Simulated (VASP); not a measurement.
AlN (wurtzite), at 1.04 of the tabulated volume:

```
AlN
1.0
    1.57546    -2.72878     0.00000
    1.57546     2.72878     0.00000
    0.00000     0.00000     5.04553
Al N
2 2
Direct
  0.66667   0.33333   0.50000
  0.33333   0.66667   0.00000
  0.66667   0.33333   0.88200
  0.33333   0.66667   0.38200
```

The lowest empty band near Γ, direction c, from PBE with spin-orbit coupling in VASP (PAW); its two spin partners are averaged. The gap over the points computed is 3.87 eV, and the next band on that side lies 2.46 eV away at the edge.

Run with 520 eV cut-off, 9×9×5 Γ-centred mesh, Gaussian smearing of 0.050 eV, potentials Al N.

| distance from the edge in k (1/Å) | distance in energy (meV) |
|---|---|
| 0.018 | 4.5 |
| 0.025 | 8.7 |
| 0.035 | 16.9 |
| 0.050 | 34.3 |
| 0.070 | 66.5 |

Problem. Fit E(1 + αE) = ħ²k²/2m* (ħ²/2m0 = 3.810 eV Å²) and predict the row at 0.095 1/Å.

Solution. Least squares on the energies gives the electron mass m* = 0.274 m0 and α = 0.36 per eV, and so 120.2 meV. The run gave 120.3 meV, +0.1 meV from the fit.

Left out are points under 3 meV from the edge, since the levels carry 0.1 meV, and points farther than half the way to the next band.

The compound is AlN in the wurtzite structure. The cell was not relaxed at this level.
